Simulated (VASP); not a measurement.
A convergence study with VASP on Sr (space group Fm-3m): a few settings are varied, all else stays as given below, so the limit is that of these other settings.

```xyz
1
Lattice="0.0000 3.0309 3.0309 3.0309 0.0000 3.0309 3.0309 3.0309 0.0000" Properties=species:S:1:pos:R:3 pbc="T T T"
Sr     0.0000     0.0000     0.0000
```

Level of theory: PBE GGA, VASP's PBE PAW potentials (set 64) (plane waves; VASP). The last row used: 300 eV cut-off, 22×22×22 Γ-centred mesh, tetrahedra with Blöchl corrections, potentials Sr_sv.

| setting | E (eV/atom) | pressure (GPa) | irreducible k-points |
|---|---|---|---|
| 4×4×4 mesh | -1.6713 | -0.49 | 8 |
| 5×5×5 mesh | -1.6531 | -0.40 | 10 |
| 6×6×6 mesh | -1.6096 | -0.21 | 16 |
| 8×8×8 mesh | -1.6413 | -0.40 | 29 |
| 9×9×9 mesh | -1.6356 | -0.35 | 35 |
| 11×11×11 mesh | -1.6386 | -0.39 | 56 |
| 14×14×14 mesh | ___ | ___ | 104 |
| 18×18×18 mesh | ___ | -0.36 | 195 |
| 22×22×22 mesh | -1.6372 | -0.36 | 328 |

Question: Complete the blanks.

Answer: 
- 14×14×14 mesh, E (eV/atom): -1.6375
- 14×14×14 mesh, pressure (GPa): -0.38
- 18×18×18 mesh, E (eV/atom): -1.6374

Left out are rungs that failed or repeat a setting and relaxations that didn't move; long series are thinned to 24 rows.

The structure is a typed Sr crystal (space group no. 225). The cell was not relaxed at this level.
